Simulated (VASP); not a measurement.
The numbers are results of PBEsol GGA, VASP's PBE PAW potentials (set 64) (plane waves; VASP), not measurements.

The input files of a VASP run:

### POSCAR
```
Ga2As4B2
1
    5.2150000000     0.0000000000     0.0000000000
    0.0000000000     5.2150000000     0.0000000000
    0.0000000000     0.0000000000     5.2150000000
Ga As B
2 4 2
Direct
  0.0000000000   0.0000000000   0.0000000000
  0.5000000000   0.5000000000   0.0000000000
  0.2500000000   0.2500000000   0.2500000000
  0.7500000000   0.7500000000   0.2500000000
  0.7500000000   0.2500000000   0.7500000000
  0.2500000000   0.7500000000   0.7500000000
  0.5000000000   0.0000000000   0.5000000000
  0.0000000000   0.5000000000   0.5000000000
```

### KPOINTS
```
Automatic mesh
0
G
 5 5 5
0 0 0
```

### INCAR
```
ALGO  =  Normal
EDIFF  =  1E-6
EDIFFG  =  -0.01
ENCUT  =  520
GGA  =  PS
IBRION  =  2
ISIF  =  3
ISMEAR  =  0
LASPH  =  .TRUE.
LCHARG  =  .FALSE.
LMAXMIX  =  4
LREAL  =  .FALSE.
LWAVE  =  .FALSE.
NELM  =  100
NSW  =  60
PREC  =  Accurate
SIGMA  =  0.05
SYSTEM  =  Ga2As4B2
```

POTCAR, in this order: Ga_d As B (PBE.64 set). Program: vasp_std.

Output of the run:

File OSZICAR:
```
...
   1 F= -.39651902E+02 E0= -.39651902E+02  d E =-.396519E+02
       N       E                     dE             d eps       ncg     rms          rms(c)
DAV:   1    -0.419778976127E+02   -0.23260E+01   -0.80917E+01  1477   0.958E+01    0.792E+00
DAV:   2    -0.413532714541E+02    0.62463E+00   -0.99511E+00  1441   0.301E+01    0.427E+00
DAV:   3    -0.410056476530E+02    0.34762E+00   -0.81512E-01  1530   0.791E+00    0.176E+00
DAV:   4    -0.409177436758E+02    0.87904E-01   -0.14047E-01  1676   0.219E+00    0.333E-01
DAV:   5    -0.409107081469E+02    0.70355E-02   -0.10399E-02  1613   0.726E-01    0.994E-02
DAV:   6    -0.409103307873E+02    0.37736E-03   -0.31634E-03  1409   0.470E-01    0.602E-02
DAV:   7    -0.409102847021E+02    0.46085E-04   -0.23221E-04  1624   0.108E-01    0.330E-02
DAV:   8    -0.409102828610E+02    0.18411E-05   -0.29227E-05  1555   0.491E-02    0.116E-02
DAV:   9    -0.409102847665E+02   -0.19055E-05   -0.34890E-06  1089   0.145E-02    0.129E-03
DAV:  10    -0.409102848022E+02   -0.35719E-07   -0.48250E-07   845   0.553E-03
   2 F= -.40910285E+02 E0= -.40910285E+02  d E =-.125838E+01
       N       E                     dE             d eps       ncg     rms          rms(c)
DAV:   1    -0.409329267778E+02   -0.22642E-01   -0.76781E-01  1335   0.752E+00    0.731E-01
DAV:   2    -0.409255590398E+02    0.73677E-02   -0.76059E-02  1592   0.328E+00    0.345E-01
DAV:   3    -0.409225420594E+02    0.30170E-02   -0.68737E-03  1412   0.695E-01    0.112E-01
DAV:   4    -0.409221642943E+02    0.37777E-03   -0.10592E-03  1508   0.212E-01    0.332E-02
DAV:   5    -0.409221037730E+02    0.60521E-04   -0.95040E-05  1521   0.753E-02    0.969E-03
DAV:   6    -0.409221018650E+02    0.19080E-05   -0.22754E-05  1340   0.515E-02    0.461E-03
DAV:   7    -0.409221020063E+02   -0.14136E-06   -0.15544E-06   909   0.115E-02
   3 F= -.40922102E+02 E0= -.40922102E+02  d E =-.127020E+01
       N       E                     dE             d eps       ncg     rms          rms(c)
DAV:   1    -0.425933540998E+02   -0.16713E+01   -0.28147E+01  1530   0.634E+01    0.739E+00
DAV:   2    -0.413890267740E+02    0.12043E+01   -0.38520E+00  1568   0.483E+01    0.323E+00
DAV:   3    -0.411410821638E+02    0.24794E+00   -0.80834E-01  1705   0.871E+00    0.964E-01
DAV:   4    -0.411097137938E+02    0.31368E-01   -0.91257E-02  1412   0.267E+00    0.344E-01
DAV:   5    -0.411064368979E+02    0.32769E-02   -0.47107E-03  1576   0.804E-01    0.704E-02
DAV:   6    -0.411061937587E+02    0.24314E-03   -0.16611E-03  1589   0.462E-01    0.207E-02
DAV:   7    -0.411061999532E+02   -0.61945E-05   -0.11891E-04  1495   0.750E-02    0.888E-03
DAV:   8    -0.411062005691E+02   -0.61587E-06   -0.58169E-06  1302   0.161E-02
   4 F= -.41106201E+02 E0= -.41106201E+02  d E =-.184099E+00
       N       E                     dE             d eps       ncg     rms          rms(c)
DAV:   1    -0.411444700591E+02   -0.38270E-01   -0.64193E-01  1544   0.107E+01    0.106E+00
DAV:   2    -0.411198398676E+02    0.24630E-01   -0.82806E-02  1544   0.451E+00    0.500E-01
DAV:   3    -0.411128643906E+02    0.69755E-02   -0.12825E-02  1624   0.153E+00    0.110E-01
DAV:   4    -0.411122941532E+02    0.57024E-03   -0.27876E-03  1464   0.572E-01    0.421E-02
DAV:   5    -0.411122312640E+02    0.62889E-04   -0.14198E-04  1531   0.122E-01    0.977E-03
DAV:   6    -0.411122242450E+02    0.70190E-05   -0.33822E-05  1539   0.538E-02    0.426E-03
DAV:   7    -0.411122236458E+02    0.59921E-06   -0.17264E-06   923   0.114E-02
   5 F= -.41112224E+02 E0= -.41112224E+02  d E =-.190122E+00
       N       E                     dE             d eps       ncg     rms          rms(c)
DAV:   1    -0.411512016762E+02   -0.38977E-01   -0.75412E-01  1242   0.560E+00    0.100E+00
DAV:   2    -0.411378217844E+02    0.13380E-01   -0.31869E-02  1398   0.173E+00    0.597E-01
DAV:   3    -0.411303179925E+02    0.75038E-02   -0.11105E-02  1676   0.924E-01    0.507E-02
DAV:   4    -0.411303960807E+02   -0.78088E-04   -0.15697E-03  1263   0.298E-01    0.254E-02
DAV:   5    -0.411303849727E+02    0.11108E-04   -0.11921E-04  1597   0.665E-02    0.790E-03
DAV:   6    -0.411303847864E+02    0.18628E-06   -0.10987E-05  1299   0.259E-02    0.370E-03
DAV:   7    -0.411303846809E+02    0.10554E-06   -0.12994E-06   862   0.926E-03
   6 F= -.41130385E+02 E0= -.41130385E+02  d E =-.181610E-01
       N       E                     dE             d eps       ncg     rms          rms(c)
DAV:   1    -0.411425269438E+02   -0.12142E-01   -0.31708E-01  1256   0.365E+00    0.653E-01
DAV:   2    -0.411368588333E+02    0.56681E-02   -0.13477E-02  1390   0.116E+00    0.388E-01
DAV:   3    -0.411336878811E+02    0.31710E-02   -0.46615E-03  1669   0.594E-01    0.333E-02
DAV:   4    -0.411337237756E+02   -0.35894E-04   -0.68159E-04  1300   0.194E-01    0.168E-02
DAV:   5    -0.411337185121E+02    0.52634E-05   -0.52217E-05  1613   0.506E-02    0.531E-03
DAV:   6    -0.411337184598E+02    0.52395E-07   -0.45120E-06  1272   0.186E-02
   7 F= -.41133718E+02 E0= -.41133718E+02  d E =-.214948E-01
       N       E                     dE             d eps       ncg     rms          rms(c)
DAV:   1    -0.411370267495E+02   -0.33082E-02   -0.63711E-02  1552   0.317E+00    0.335E-01
DAV:   2    -0.411348565729E+02    0.21702E-02   -0.81608E-03  1554   0.139E+00    0.162E-01
DAV:   3    -0.411341623887E+02    0.69418E-03   -0.11361E-03  1625   0.409E-01    0.379E-02
DAV:   4    -0.411341102105E+02    0.52178E-04   -0.22399E-04  1417   0.140E-01    0.115E-02
DAV:   5    -0.411341031948E+02    0.70157E-05   -0.10533E-05  1523   0.364E-02    0.271E-03
DAV:   6    -0.411341028444E+02    0.35039E-06   -0.34158E-06  1019   0.226E-02
   8 F= -.41134103E+02 E0= -.41134103E+02  d E =-.384385E-03
       N       E                     dE             d eps       ncg     rms          rms(c)
DAV:   1    -0.411343028515E+02   -0.19966E-03   -0.35378E-03  1552   0.745E-01    0.793E-02
DAV:   2    -0.411341821529E+02    0.12070E-03   -0.45307E-04  1554   0.333E-01    0.382E-02
DAV:   3    -0.411341452480E+02    0.36905E-04   -0.63179E-05  1634   0.960E-02    0.906E-03
DAV:   4    -0.411341429083E+02    0.23397E-05   -0.12457E-05  1292   0.329E-02    0.274E-03
DAV:   5    -0.411341426978E+02    0.21048E-06   -0.44997E-07   663   0.872E-03
   9 F= -.41134143E+02 E0= -.41134143E+02  d E =-.424238E-03
       N       E                     dE             d eps       ncg     rms          rms(c)
DAV:   1    -0.411341479360E+02   -0.50277E-05   -0.12923E-04  1538   0.141E-01    0.154E-02
DAV:   2    -0.411341431427E+02    0.47932E-05   -0.17295E-05  1394   0.654E-02    0.742E-03
DAV:   3    -0.411341414009E+02    0.17419E-05   -0.20022E-06   675   0.190E-02    0.177E-03
DAV:   4    -0.411341412100E+02    0.19083E-06   -0.10701E-06   621   0.112E-02
  10 F= -.41134141E+02 E0= -.41134141E+02  d E =-.422750E-03
       N       E                     dE             d eps       ncg     rms          rms(c)
DAV:   1    -0.411341427973E+02   -0.13965E-05   -0.20325E-05  1545   0.571E-02    0.574E-03
DAV:   2    -0.411341421629E+02    0.63437E-06   -0.21000E-06   819   0.238E-02
  11 F= -.41134142E+02 E0= -.41134142E+02  d E =-.423703E-03
       N       E                     dE             d eps       ncg     rms          rms(c)
DAV:   1    -0.411343972890E+02   -0.25449E-03   -0.65594E-03  1416   0.895E-01    0.891E-02
DAV:   2    -0.411342441349E+02    0.15315E-03   -0.76751E-04  1635   0.407E-01    0.423E-02
DAV:   3    -0.411341985193E+02    0.45616E-04   -0.95132E-05  1707   0.119E-01    0.103E-02
DAV:   4    -0.411341950348E+02    0.34844E-05   -0.19343E-05  1285   0.429E-02    0.406E-03
DAV:   5    -0.411341945792E+02    0.45561E-06   -0.87495E-07   754   0.965E-03
  12 F= -.41134195E+02 E0= -.41134195E+02  d E =-.524163E-04
```

### OUTCAR
```
------------------------ aborting loop because EDIFF is reached ----------------------------------------
  FORCE on cell =-STRESS in cart. coord.  units (eV):
  Direction    XX          YY          ZZ          XY          YZ          ZX
  --------------------------------------------------------------------------------------
  Total        0.0284118      0.0284118      0.0172626      0.0000000      0.0000000      0.0000000
  in kB        0.3191158      0.3191158      0.1938900      0.0000000      0.0000000      0.0000000
  external PRESSURE =       0.2773739 kB  Pullay stress =       0.0000000 kB
  volume of cell :      142.65
      direct lattice vectors                 reciprocal lattice vectors
     5.159355380  0.000000000 -0.000000000     0.193822663  0.000000000 -0.000000000
     0.000000000  5.159355380  0.000000000     0.000000000  0.193822663  0.000000000
     0.000000000 -0.000000000  5.358838364     0.000000000 -0.000000000  0.186607606
 POSITION                                       TOTAL-FORCE (eV/Angst)
 -----------------------------------------------------------------------------------
      5.15936      5.15936      0.00000         0.000000     -0.000000     -0.000000
      2.57968      2.57968      0.00000         0.000000     -0.000000     -0.000000
      1.28984      1.28984      1.54092        -0.000000      0.000000     -0.005202
      3.86952      3.86952      1.54092        -0.000000      0.000000     -0.005202
      3.86952      1.28984      3.81792         0.000000     -0.000000      0.005202
      1.28984      3.86952      3.81792         0.000000     -0.000000      0.005202
      2.57968     -0.00000      2.67942         0.000000      0.000000      0.000000
      0.00000      2.57968      2.67942         0.000000      0.000000     -0.000000
 -----------------------------------------------------------------------------------
    total drift:                               -0.000000     -0.000000     -0.000000
  FREE ENERGIE OF THE ION-ELECTRON SYSTEM (eV)
  ---------------------------------------------------
  free  energy   TOTEN  =       -41.1341945792 eV

  energy  without entropy=      -41.1341945476  energy(sigma->0) =      -41.13419456

 reached required accuracy - stopping structural energy minimisation
```
(Selected blocks of OUTCAR.)

CONTCAR:
```
Ga2As4B2
   1.00000000000000
     5.1593553795133449    0.0000000000000000   -0.0000000000000000
     0.0000000000000000    5.1593553795133449    0.0000000000000000
     0.0000000000000000   -0.0000000000000000    5.3588383635822749
  Ga              As              B
     2     4     2
Direct
     1.0000000000000000    1.0000000000000000    0.0000000000000000
     0.5000000000000000    0.5000000000000000    0.0000000000000000
     0.2500000000000000    0.2500000000000000    0.2875478307826322
     0.7500000000000000    0.7500000000000000    0.2875478307826322
     0.7500000000000000    0.2500000000000000    0.7124521692173680
     0.2500000000000000    0.7500000000000000    0.7124521692173680
     0.5000000000000000    0.0000000000000000    0.5000000000000000
     0.0000000000000000    0.5000000000000000    0.5000000000000000
```

The structure was generated: Ga2As4B2 was put into an ordered model structure (P-4m2), which need not be its known phase. This run relaxes it. Symmetry was kept, so distortions that lower it aren't found.
